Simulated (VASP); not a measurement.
Level of theory: PBE GGA, VASP's PBE PAW potentials (set 64) (plane waves; VASP).

VASP ran on this input.

### INCAR
```
ALGO=Fast
EDIFF=1E-5
EDIFFG=-0.03
ENCUT=400
GGA=PE
IBRION=2
ISIF=2
ISMEAR=0
LASPH=.TRUE.
LCHARG=.FALSE.
LREAL=.FALSE.
LWAVE=.FALSE.
NELM=100
NELMIN=4
NSW=20
PREC=Normal
SIGMA=0.05
SYSTEM=KCl
```

**POSCAR**
```
KCl
1.0
  0.0000000000   3.1906257299   3.1906257299
  3.1906257299   0.0000000000   3.1906257299
  3.1906257299   3.1906257299   0.0000000000
K Cl
1 1
direct
  0.0000000000   0.0000000000   0.0000000000
  0.5000000000   0.5000000000   0.5000000000
```

### KPOINTS
```
Automatic
0
gamma
  8 8 8
```

POTCAR, in this order: K_sv Cl (PBE.64 set). Program: vasp_std.

Output of the run:

File OUTCAR:
```
 ion  position               nearest neighbor table
   1  0.000  0.000  0.000-   2 3.19   2 3.19   2 3.19   2 3.19   2 3.19   2 3.19
   2  0.500  0.500  0.500-   1 3.19   1 3.19   1 3.19   1 3.19   1 3.19   1 3.19
  LATTYP: Found a face centered cubic cell.
 ALAT       =     6.3812514598
 Subroutine PRICEL returns:
 Original cell was already a primitive cell.
 Subroutine GETGRP returns: Found 48 space group operations
The static configuration has the point symmetry O_h .
The dynamic configuration has the point symmetry O_h .
 Subroutine INISYM returns: Found 48 space group operations
 Subroutine IBZKPT returns following result:
 Found     29 irreducible k-points:

 Following reciprocal coordinates:
            Coordinates               Weight
  0.000000  0.000000  0.000000      1.000000
  0.125000  0.000000  0.000000      8.000000
  0.250000  0.000000  0.000000      8.000000
  0.375000  0.000000  0.000000      8.000000
  0.500000  0.000000  0.000000      4.000000
  0.125000  0.125000  0.000000      6.000000
  0.250000  0.125000  0.000000     24.000000
  0.375000  0.125000  0.000000     24.000000
  0.500000  0.125000  0.000000     24.000000
 -0.375000  0.125000  0.000000     24.000000
 -0.250000  0.125000  0.000000     24.000000
 -0.125000  0.125000  0.000000     12.000000
  0.250000  0.250000  0.000000      6.000000
  0.375000  0.250000  0.000000     24.000000
  0.500000  0.250000  0.000000     24.000000
 -0.375000  0.250000  0.000000     24.000000
 -0.250000  0.250000  0.000000     12.000000
  0.375000  0.375000  0.000000      6.000000
  0.500000  0.375000  0.000000     24.000000
 -0.375000  0.375000  0.000000     12.000000
  0.500000  0.500000  0.000000      3.000000
  0.375000  0.250000  0.125000     24.000000
  0.500000  0.250000  0.125000     48.000000
 -0.375000  0.250000  0.125000     24.000000
...
```

File OSZICAR:
```
       N       E                     dE             d eps       ncg     rms          rms(c)
DAV:   1     0.878245605619E+02    0.87825E+02   -0.62346E+03   696   0.968E+02
DAV:   2    -0.183329702065E+01   -0.89658E+02   -0.82655E+02   932   0.244E+02
DAV:   3    -0.693230415549E+01   -0.50990E+01   -0.50715E+01   872   0.548E+01
DAV:   4    -0.711386760298E+01   -0.18156E+00   -0.18139E+00  1212   0.951E+00
DAV:   5    -0.711470988067E+01   -0.84228E-03   -0.84227E-03   896   0.709E-01    0.315E+00
RMM:   6    -0.680855683851E+01    0.30615E+00   -0.51669E-01   697   0.322E+00    0.235E+00
RMM:   7    -0.679903427239E+01    0.95226E-02   -0.30589E-01   707   0.240E+00    0.159E+00
RMM:   8    -0.681567503810E+01   -0.16641E-01   -0.51785E-02   728   0.150E+00    0.604E-01
RMM:   9    -0.681055717842E+01    0.51179E-02   -0.82022E-03   764   0.522E-01    0.329E-01
RMM:  10    -0.681033985971E+01    0.21732E-03   -0.32314E-03   784   0.290E-01    0.144E-01
RMM:  11    -0.681070612251E+01   -0.36626E-03   -0.25926E-03   717   0.267E-01    0.585E-02
RMM:  12    -0.681080705042E+01   -0.10093E-03   -0.71560E-04   740   0.140E-01    0.107E-01
RMM:  13    -0.681074372450E+01    0.63326E-04   -0.20657E-04   714   0.752E-02    0.504E-02
RMM:  14    -0.681071656917E+01    0.27155E-04   -0.18911E-04   685   0.694E-02    0.978E-03
RMM:  15    -0.681072151753E+01   -0.49484E-05   -0.38773E-05   541   0.322E-02
   1 F= -.68107215E+01 E0= -.68107215E+01  d E =-.681072E+01
```

File OUTCAR:
```
------------------------ aborting loop because EDIFF is reached ----------------------------------------
  FORCE on cell =-STRESS in cart. coord.  units (eV):
  Direction    XX          YY          ZZ          XY          YZ          ZX
  --------------------------------------------------------------------------------------
  Total        0.0109244      0.0109244      0.0109244      0.0000000     -0.0000000      0.0000000
  in kB        0.2694340      0.2694340      0.2694340      0.0000000     -0.0000000      0.0000000
  external PRESSURE =       0.2694340 kB  Pullay stress =       0.0000000 kB
  volume of cell :       64.96
      direct lattice vectors                 reciprocal lattice vectors
     0.000000000  3.190625730  3.190625730    -0.156709073  0.156709073  0.156709073
     3.190625730  0.000000000  3.190625730     0.156709073 -0.156709073  0.156709073
     3.190625730  3.190625730  0.000000000     0.156709073  0.156709073 -0.156709073
  FREE ENERGIE OF THE ION-ELECTRON SYSTEM (eV)
  ---------------------------------------------------
  free  energy   TOTEN  =        -6.8107215175 eV

  energy  without entropy=       -6.8107215175  energy(sigma->0) =       -6.81072152

 reached required accuracy - stopping structural energy minimisation
```
(Selected blocks of OUTCAR.)

The compound is KCl in the rock salt structure. It was relaxed first.
